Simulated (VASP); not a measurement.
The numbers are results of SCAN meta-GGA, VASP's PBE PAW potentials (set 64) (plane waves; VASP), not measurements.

VASP ran on this input.

**POSCAR**
```
FeAl
1.0
  2.9100000000   0.0000000000   0.0000000000
  0.0000000000   2.9100000000   0.0000000000
  0.0000000000   0.0000000000   2.9100000000
Al Fe
1 1
Cart
  1.4550000000   1.4550000000   1.4550000000
  0.0000000000   0.0000000000   0.0000000000
```

### INCAR
```
SYSTEM = FeAl
PREC = Accurate; ENCUT = 520; LREAL = .False.
LASPH = .True.
EDIFF = 1E-6; NELM = 100; ALGO = Normal
LMAXMIX = 4; LMIXTAU = .True.
ISMEAR = 1; SIGMA = 0.1
METAGGA = SCAN
IBRION = 2; NSW = 60; ISIF = 3
EDIFFG = -0.01
LWAVE = .False.; LCHARG = .False.
```

### KPOINTS
```
Regular mesh
0
G
 11 11 11
0 0 0
```

POTCAR, in this order: Al Fe (PBE.64 set). Program: vasp_std.

Output

### OSZICAR
```
       N       E                     dE             d eps       ncg     rms          rms(c)
DAV:   1     0.188369155343E+02    0.18837E+02   -0.50710E+03  1008   0.125E+03
DAV:   2    -0.283717015868E+02   -0.47209E+02   -0.45311E+02  1017   0.184E+02
DAV:   3    -0.297120954587E+02   -0.13404E+01   -0.13070E+01  1144   0.427E+01
DAV:   4    -0.297413971818E+02   -0.29302E-01   -0.29271E-01  1287   0.567E+00
DAV:   5    -0.297421770464E+02   -0.77986E-03   -0.77980E-03  1249   0.846E-01    0.159E+01
DAV:   6    -0.313568942773E+02   -0.16147E+01   -0.99404E+01  1136   0.165E+02    0.216E+01
DAV:   7    -0.263480491637E+02    0.50088E+01   -0.48882E+01  1107   0.934E+01    0.309E+00
DAV:   8    -0.262507255743E+02    0.97324E-01   -0.55882E-01  1047   0.811E+00    0.237E+00
DAV:   9    -0.263595217527E+02   -0.10880E+00   -0.62444E-01  1161   0.109E+01    0.745E-01
DAV:  10    -0.262483273257E+02    0.11119E+00   -0.36244E-01  1087   0.678E+00    0.338E-01
DAV:  11    -0.262577220271E+02   -0.93947E-02   -0.60095E-02  1026   0.317E+00    0.246E-01
DAV:  12    -0.262506902374E+02    0.70318E-02   -0.55814E-02  1038   0.295E+00    0.587E-02
DAV:  13    -0.262482071410E+02    0.24831E-02   -0.22166E-02  1008   0.235E+00    0.954E-02
DAV:  14    -0.262471720696E+02    0.10351E-02   -0.12906E-03  1069   0.548E-01    0.577E-02
DAV:  15    -0.262470024831E+02    0.16959E-03   -0.40279E-04  1090   0.339E-01    0.237E-02
DAV:  16    -0.262468984612E+02    0.10402E-03   -0.36031E-04  1008   0.263E-01    0.848E-03
DAV:  17    -0.262468945998E+02    0.38614E-05   -0.21429E-05  1064   0.699E-02    0.108E-02
DAV:  18    -0.262468956983E+02   -0.10985E-05   -0.36764E-06  1036   0.324E-02    0.894E-03
DAV:  19    -0.262468954730E+02    0.22529E-06   -0.12745E-05  1016   0.565E-02    0.203E-03
DAV:  20    -0.262468937794E+02    0.16937E-05   -0.31074E-06  1032   0.266E-02    0.950E-04
DAV:  21    -0.262468936700E+02    0.10938E-06   -0.17667E-07   518   0.712E-03
   1 F= -.26246894E+02 E0= -.26247272E+02  d E =-.262469E+02
       N       E                     dE             d eps       ncg     rms          rms(c)
DAV:   1    -0.294900362509E+02   -0.32431E+01   -0.60464E+01  1059   0.155E+02    0.181E+01
DAV:   2    -0.296210257778E+02   -0.13099E+00   -0.77815E+01  1120   0.155E+02    0.150E+01
DAV:   3    -0.262932016981E+02    0.33278E+01   -0.28996E+01  1137   0.862E+01    0.333E+00
DAV:   4    -0.262612753023E+02    0.31926E-01   -0.21656E-01  1082   0.567E+00    0.227E+00
DAV:   5    -0.262379709979E+02    0.23304E-01   -0.90279E-02  1230   0.441E+00    0.609E-01
DAV:   6    -0.262364344278E+02    0.15366E-02   -0.23642E-02  1023   0.247E+00    0.216E-01
DAV:   7    -0.262367745789E+02   -0.34015E-03   -0.16854E-02  1011   0.182E+00    0.223E-01
DAV:   8    -0.262353748504E+02    0.13997E-02   -0.13945E-03  1028   0.566E-01    0.907E-02
DAV:   9    -0.262349944119E+02    0.38044E-03   -0.11372E-03  1110   0.544E-01    0.124E-02
DAV:  10    -0.262349798628E+02    0.14549E-04   -0.94805E-05  1021   0.177E-01    0.106E-02
DAV:  11    -0.262349766521E+02    0.32107E-05   -0.39561E-05  1052   0.104E-01    0.415E-03
DAV:  12    -0.262349755610E+02    0.10911E-05   -0.92536E-06  1016   0.527E-02    0.714E-04
DAV:  13    -0.262349758483E+02   -0.28731E-06   -0.15008E-06   759   0.214E-02
   2 F= -.26234976E+02 E0= -.26234911E+02  d E =0.119178E-01
       N       E                     dE             d eps       ncg     rms          rms(c)
DAV:   1    -0.272418489918E+02   -0.10069E+01   -0.16775E+01  1053   0.850E+01    0.831E+00
DAV:   2    -0.274480193848E+02   -0.20617E+00   -0.26237E+01  1234   0.848E+01    0.876E+00
DAV:   3    -0.263489017143E+02    0.10991E+01   -0.72897E+00  1198   0.467E+01    0.131E+00
DAV:   4    -0.263445874368E+02    0.43143E-02   -0.64105E-02  1148   0.342E+00    0.106E+00
DAV:   5    -0.263544364053E+02   -0.98490E-02   -0.14413E-01  1238   0.544E+00    0.577E-01
DAV:   6    -0.263363392415E+02    0.18097E-01   -0.46565E-02  1048   0.349E+00    0.126E-01
DAV:   7    -0.263373062983E+02   -0.96706E-03   -0.19414E-03  1008   0.691E-01    0.104E-01
DAV:   8    -0.263364289285E+02    0.87737E-03   -0.26208E-03  1008   0.864E-01    0.627E-02
DAV:   9    -0.263361342320E+02    0.29470E-03   -0.10680E-03  1015   0.552E-01    0.626E-03
DAV:  10    -0.263361262679E+02    0.79641E-05   -0.13763E-04  1024   0.200E-01    0.133E-02
DAV:  11    -0.263361102559E+02    0.16012E-04   -0.80145E-05  1014   0.149E-01    0.325E-03
DAV:  12    -0.263361068246E+02    0.34313E-05   -0.76078E-06  1024   0.498E-02    0.694E-04
DAV:  13    -0.263361067507E+02    0.73862E-07   -0.15419E-06   652   0.233E-02
   3 F= -.26336107E+02 E0= -.26336410E+02  d E =-.892131E-01
       N       E                     dE             d eps       ncg     rms          rms(c)
DAV:   1    -0.263364585840E+02   -0.35176E-03   -0.64324E-03  1056   0.164E+00    0.162E-01
DAV:   2    -0.263365821074E+02   -0.12352E-03   -0.89545E-03  1170   0.163E+00    0.152E-01
DAV:   3    -0.263361363696E+02    0.44574E-03   -0.25007E-03  1145   0.868E-01    0.140E-02
DAV:   4    -0.263361392024E+02   -0.28328E-05   -0.44419E-05  1086   0.998E-02    0.161E-02
DAV:   5    -0.263361401927E+02   -0.99031E-06   -0.91467E-05  1080   0.146E-01    0.941E-03
DAV:   6    -0.263361348972E+02    0.52955E-05   -0.58958E-06  1032   0.371E-02    0.473E-03
DAV:   7    -0.263361341726E+02    0.72466E-06   -0.28058E-06   561   0.278E-02
   4 F= -.26336134E+02 E0= -.26336433E+02  d E =-.892405E-01
```

OUTCAR:
```
------------------------ aborting loop because EDIFF is reached ----------------------------------------
  FORCE on cell =-STRESS in cart. coord.  units (eV):
  Direction    XX          YY          ZZ          XY          YZ          ZX
  --------------------------------------------------------------------------------------
  Total        0.0139469      0.0139469      0.0139469     -0.0000000     -0.0000000      0.0000000
  in kB        0.9827971      0.9827971      0.9827971     -0.0000000     -0.0000000      0.0000000
  external PRESSURE =       0.9827971 kB  Pullay stress =       0.0000000 kB
  volume of cell :       22.74
      direct lattice vectors                 reciprocal lattice vectors
     2.832967491  0.000000000 -0.000000000     0.352986754 -0.000000000 -0.000000000
     0.000000000  2.832967491  0.000000000    -0.000000000  0.352986754 -0.000000000
     0.000000000  0.000000000  2.832967491     0.000000000 -0.000000000  0.352986754
 POSITION                                       TOTAL-FORCE (eV/Angst)
 -----------------------------------------------------------------------------------
      1.41648      1.41648      1.41648         0.000000      0.000000      0.000000
      0.00000      0.00000      0.00000        -0.000000     -0.000000      0.000000
 -----------------------------------------------------------------------------------
    total drift:                               -0.000000      0.000000      0.000000
  FREE ENERGIE OF THE ION-ELECTRON SYSTEM (eV)
  ---------------------------------------------------
  free  energy   TOTEN  =       -26.3361341726 eV

  energy  without entropy=      -26.3370296309  energy(sigma->0) =      -26.33643266

 reached required accuracy - stopping structural energy minimisation
```
(Selected blocks of OUTCAR.)

File CONTCAR:
```
FeAl
   1.00000000000000
     2.8329674912352627    0.0000000000000000   -0.0000000000000000
     0.0000000000000000    2.8329674912352627    0.0000000000000000
     0.0000000000000000    0.0000000000000000    2.8329674912352627
  Al              Fe
     1     1
Direct
     0.5000000000000000    0.5000000000000000    0.5000000000000000
     0.0000000000000000    0.0000000000000000    0.0000000000000000
```

Energy and stress use the plane-wave basis of the starting cell.

The compound is FeAl in the CsCl type structure. This run relaxes it. Symmetry was kept, so distortions that lower it aren't found. The run is not spin-polarised, so no magnetic state was tried. The electron count is odd and the run is not spin-polarised, which forces a metal.
